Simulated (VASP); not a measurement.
Computed with vdW-DF2, VASP's PBE PAW potentials (set 64) (plane waves; VASP 6.6.1).

VASP ran on this input.

### INCAR
```
LWAVE  =  .FALSE.
NSW  =  60
ENCUT  =  520
NELM  =  100   # most electronic steps
IBRION  =  2
ISMEAR  =  0   # Gaussian
LASPH  =  .TRUE.   # aspherical one-centre terms
PREC  =  Accurate
GGA  =  ML
EDIFFG  =  -0.02   # ionic stop
LMAXMIX  =  4   # l cut-off of mixed one-centre charges
LREAL  =  .FALSE.
SYSTEM  =  GaN
LUSE_VDW  =  .TRUE.
EDIFF  =  1E-6   # SCF stop (eV)
SIGMA  =  0.05   # width (eV)
ALGO  =  Normal
AGGAC  =  0.0
LCHARG  =  .FALSE.
ISIF  =  3
ZAB_VDW  =  -1.8867
```

POSCAR:
```
GaN
1
    1.5912219442    -2.7560772157     0.0000000000
    1.5912219442     2.7560772157     0.0000000000
    0.0000000000     0.0000000000     5.1801024119
Ga N
2 2
Direct
  0.6666670000   0.3333330000   0.5000334008
  0.3333330000   0.6666670000   0.0000334008
  0.6666670000   0.3333330000   0.8769665992
  0.3333330000   0.6666670000   0.3769665992
```

### KPOINTS
```
Automatic mesh
0
Gamma
7 7 4
0 0 0
```

POTCAR, in this order: Ga_d N (PBE.64 set). Program: vasp_std.

Energy and stress use the plane-wave basis of the starting cell.

Problem. What does the run give for the energy per atom (σ→0), volume per atom?

Solution. 
```
Item                           Result
---------------------  --------------
energy per atom (σ→0)  -3.337 eV/atom
volume per atom        12.50 Å^3/atom
```

File OSZICAR:
```
...
   4 F= -.13347595E+02 E0= -.13347595E+02  d E =-.236945E+00
       N       E                     dE             d eps       ncg     rms          rms(c)
DAV:   1    -0.133482958841E+02   -0.70119E-03   -0.17338E-02  1132   0.113E+00    0.147E-01
DAV:   2    -0.133479388827E+02    0.35700E-03   -0.93137E-04  1266   0.481E-01    0.889E-02
DAV:   3    -0.133477146903E+02    0.22419E-03   -0.36545E-04  1504   0.294E-01    0.773E-03
DAV:   4    -0.133477233058E+02   -0.86155E-05   -0.97714E-05  1070   0.105E-01    0.481E-03
DAV:   5    -0.133477227177E+02    0.58812E-06   -0.32944E-06  1062   0.180E-02
   5 F= -.13347723E+02 E0= -.13347723E+02  d E =-.127963E-03
```

The compound is GaN in the wurtzite structure. This run relaxes it. Symmetry was kept, so distortions that lower it aren't found. The start is the result of an earlier pass.
